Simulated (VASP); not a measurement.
```
CELL_PARAMETERS angstrom
      4.19388     0.00000     0.00000
      0.00000     4.19388     0.00000
      0.00000     0.00000     2.68252
ATOMIC_POSITIONS crystal
  Si 0.00000 0.00000 0.00000
  Si 0.50000 0.50000 0.50000
  O  0.30571 0.30571 0.00000
  O  0.80571 0.19429 0.50000
  O  0.19429 0.80571 0.50000
  O  0.69429 0.69429 0.00000
```

Calculation: vdW-DF2, VASP's PBE PAW potentials (set 64) (plane waves; VASP 6.6.1). Settings: 520 eV cut-off, 5×5×7 Γ-centred mesh, Gaussian smearing of 0.050 eV, potentials Si O.

Energy and stress use the plane-wave basis of the starting cell.

The ions, cell shape and volume are relaxed. Give the cell that the relaxation ends in.

```
CELL_PARAMETERS angstrom
      4.28238     0.00000     0.00000
      0.00000     4.28238     0.00000
      0.00000     0.00000     2.72632
ATOMIC_POSITIONS crystal
  Si 0.00000 0.00000 0.00000
  Si 0.50000 0.50000 0.50000
  O  0.30778 0.30778 0.00000
  O  0.80778 0.19222 0.50000
  O  0.19222 0.80778 0.50000
  O  0.69222 0.69222 0.00000
```
Space group P4_2/mnm (136), at a tolerance of 0.03 Å.

How do energy and volume change from the first to the last step?

The energy (σ→0) changes by -22.5 meV/atom and the volume by +6.0 %, in 7 ionic steps.

The compound is SiO2 in the rutile structure, stishovite, a high-pressure form. This run relaxes it. Symmetry was kept, so distortions that lower it aren't found.
